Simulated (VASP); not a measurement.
Output of a VASP run:

**OUTCAR**
```
 ion  position               nearest neighbor table
   1  0.500  0.500  0.500-   2 2.55   2 2.55   2 2.55   2 2.55   2 2.55   2 2.55   2 2.55   2 2.55
  LATTYP: Found a simple cubic cell.
 ALAT       =     2.9425128764
 Subroutine PRICEL returns:
 Original cell was already a primitive cell.
 Subroutine GETGRP returns: Found 48 space group operations
The static configuration has the point symmetry O_h .
The dynamic configuration has the point symmetry O_h .
 Subroutine INISYM returns: Found 48 space group operations
 Subroutine IBZKPT returns following result:
 Found     84 irreducible k-points:

 Following reciprocal coordinates:
            Coordinates               Weight
  0.000000  0.000000  0.000000      1.000000
  0.083333  0.000000  0.000000      6.000000
  0.166667  0.000000  0.000000      6.000000
  0.250000  0.000000  0.000000      6.000000
  0.333333  0.000000  0.000000      6.000000
  0.416667  0.000000  0.000000      6.000000
  0.500000  0.000000  0.000000      3.000000
  0.083333  0.083333  0.000000     12.000000
  0.166667  0.083333  0.000000     24.000000
  0.250000  0.083333  0.000000     24.000000
  0.333333  0.083333  0.000000     24.000000
  0.416667  0.083333  0.000000     24.000000
  0.500000  0.083333  0.000000     12.000000
  0.166667  0.166667  0.000000     12.000000
  0.250000  0.166667  0.000000     24.000000
  0.333333  0.166667  0.000000     24.000000
  0.416667  0.166667  0.000000     24.000000
  0.500000  0.166667  0.000000     12.000000
  0.250000  0.250000  0.000000     12.000000
  0.333333  0.250000  0.000000     24.000000
  0.416667  0.250000  0.000000     24.000000
  0.500000  0.250000  0.000000     12.000000
  0.333333  0.333333  0.000000     12.000000
  0.416667  0.333333  0.000000     24.000000
  0.500000  0.333333  0.000000     12.000000
  0.416667  0.416667  0.000000     12.000000
  0.500000  0.416667  0.000000     12.000000
  0.500000  0.500000  0.000000      3.000000
  0.083333  0.083333  0.083333      8.000000
  0.166667  0.083333  0.083333     24.000000
  0.250000  0.083333  0.083333     24.000000
  0.333333  0.083333  0.083333     24.000000
  0.416667  0.083333  0.083333     24.000000
  0.500000  0.083333  0.083333     12.000000
  0.166667  0.166667  0.083333     24.000000
  0.250000  0.166667  0.083333     48.000000
  0.333333  0.166667  0.083333     48.000000
  0.416667  0.166667  0.083333     48.000000
  0.500000  0.166667  0.083333     24.000000
  0.250000  0.250000  0.083333     24.000000
   k-points           NKPTS =     84   k-points in BZ     NKDIM =     84   number of bands    NBANDS=     12
   number of dos      NEDOS =    301   number of ions     NIONS =      2
   total plane-waves  NPLWV =  13824
   dimension x,y,z NGX =    24 NGY =   24 NGZ =   24
   dimension x,y,z NGXF=    48 NGYF=   48 NGZF=   48
   ions per type =               1   1
   PREC   = accura    normal or accurate (medium, high low for compatibility)
   ISTART =      0    job   : 0-new  1-cont  2-samecut
   ICHARG =      2    charge: 1-file 2-atom 10-const
   ISPIN  =      1    spin polarized calculation?
   LNONCOLLINEAR =      F non collinear calculations
   LSORBIT =      F    spin-orbit coupling
   INIWAV =      1    electr: 0-lowe 1-rand  2-diag
   ENCUT  =  520.0 eV  38.22 Ry    6.18 a.u.   5.47  5.47  5.47*2*pi/ulx,y,z
   NELM   =    100;   NELMIN=  2; NELMDL= -5     # of ELM steps
   EDIFF  = 0.1E-06   stopping-criterion for ELM
   LREAL  =      F    real-space projection
   NLSPLINE    = F    spline interpolate recip. space projectors
   LMAXMIX     =    4 max onsite mixed and CHGCAR
   VOSKOWN=      0    Vosko Wilk Nusair interpolation
   EDIFFG = 0.1E-05   stopping-criterion for IOM
   NSW    =      0    number of steps for IOM
   NBLOCK =      1;   KBLOCK =      1    inner block; outer block
   IBRION =     -1    ionic relax: 0-MD 1-quasi-New 2-CG
   NFREE  =      0    steps in history (QN), initial steepest desc. (CG)
...
```

**OSZICAR**
```
       N       E                     dE             d eps       ncg     rms          rms(c)
DAV:   1     0.117625362758E+03    0.11763E+03   -0.93096E+03  2024   0.133E+03
DAV:   2    -0.124687104024E+02   -0.13009E+03   -0.12512E+03  2200   0.359E+02
DAV:   3    -0.148564330594E+02   -0.23877E+01   -0.23055E+01  2396   0.495E+01
DAV:   4    -0.148821807835E+02   -0.25748E-01   -0.25729E-01  2288   0.506E+00
DAV:   5    -0.148828398418E+02   -0.65906E-03   -0.65901E-03  2484   0.716E-01    0.136E+01
DAV:   6    -0.142737206038E+02    0.60912E+00   -0.35006E+00  2144   0.218E+01    0.255E+00
DAV:   7    -0.142125649281E+02    0.61156E-01   -0.23649E-01  2140   0.591E+00    0.234E+00
DAV:   8    -0.141970075168E+02    0.15557E-01   -0.15379E-02  2228   0.124E+00    0.206E-01
DAV:   9    -0.141969171615E+02    0.90355E-04   -0.22010E-04  2432   0.136E-01    0.137E-01
DAV:  10    -0.141969159940E+02    0.11676E-05   -0.24536E-05  2456   0.657E-02    0.127E-02
DAV:  11    -0.141969145714E+02    0.14225E-05   -0.17259E-06  2408   0.176E-02    0.594E-03
DAV:  12    -0.141969140942E+02    0.47727E-06   -0.51763E-08  1312   0.240E-03    0.201E-04
DAV:  13    -0.141969141138E+02   -0.19621E-07   -0.72200E-09  1104   0.891E-04
   1 F= -.14196914E+02 E0= -.14196797E+02  d E =-.352253E-03
```

OUTCAR:
```
------------------------ aborting loop because EDIFF is reached ----------------------------------------
  FORCE on cell =-STRESS in cart. coord.  units (eV):
  Direction    XX          YY          ZZ          XY          YZ          ZX
  --------------------------------------------------------------------------------------
  Total        2.2699321      2.2699321      2.2699321     -0.0000000     -0.0000000      0.0000000
  in kB      142.7474421    142.7474421    142.7474421     -0.0000000     -0.0000000      0.0000000
  external PRESSURE =     142.7474421 kB  Pullay stress =       0.0000000 kB
  volume of cell :       25.48
      direct lattice vectors                 reciprocal lattice vectors
     2.942512876  0.000000000  0.000000000     0.339845582  0.000000000  0.000000000
     0.000000000  2.942512876  0.000000000     0.000000000  0.339845582  0.000000000
     0.000000000  0.000000000  2.942512876     0.000000000  0.000000000  0.339845582
 POSITION                                       TOTAL-FORCE (eV/Angst)
 -----------------------------------------------------------------------------------
      1.47126      1.47126      1.47126         0.000000      0.000000      0.000000
      0.00000      0.00000      0.00000         0.000000      0.000000      0.000000
 -----------------------------------------------------------------------------------
    total drift:                                0.000000      0.000000      0.000000
  FREE ENERGIE OF THE ION-ELECTRON SYSTEM (eV)
  ---------------------------------------------------
  free  energy   TOTEN  =       -14.1969141138 eV

  energy  without entropy=      -14.1965618603  energy(sigma->0) =      -14.19679670
```
(Selected blocks of OUTCAR.)

POSCAR:
```
RuAl
1
    2.9425128764     0.0000000000     0.0000000000
    0.0000000000     2.9425128764     0.0000000000
    0.0000000000     0.0000000000     2.9425128764
Al Ru
1 1
Direct
  0.5000000000   0.5000000000   0.5000000000
  0.0000000000   0.0000000000   0.0000000000
```

Q: Write an INCAR and KPOINTS that could have produced this output.

A: One answer among several that fit: the input of the run itself, PBE GGA, plane waves, VASP's PBE PAW potentials (set 64).

**INCAR**
```
! general
SYSTEM   =  RuAl
PREC     =  Accurate
ENCUT    =  520
LREAL    =  .FALSE.
LASPH    =  .TRUE.

! electronic loop
EDIFF    =  1E-7
NELM     =  100
ALGO     =  Normal
LMAXMIX  =  4

! smearing
ISMEAR   =  1
SIGMA    =  0.1

! functional
GGA      =  PE

! ions
ISIF     =  2

! output
LWAVE    =  .FALSE.
LCHARG   =  .FALSE.
```

**KPOINTS**
```
Automatic mesh
0
G
  12 12 12
```

POTCAR, in this order: Al Ru_pv (PBE.64 set). Program: vasp_std.

The compound is RuAl in the CsCl type structure. This cell is one point of a volume scan, at 0.94 of the reference volume. The electron count is odd and the run is not spin-polarised, which forces a metal.
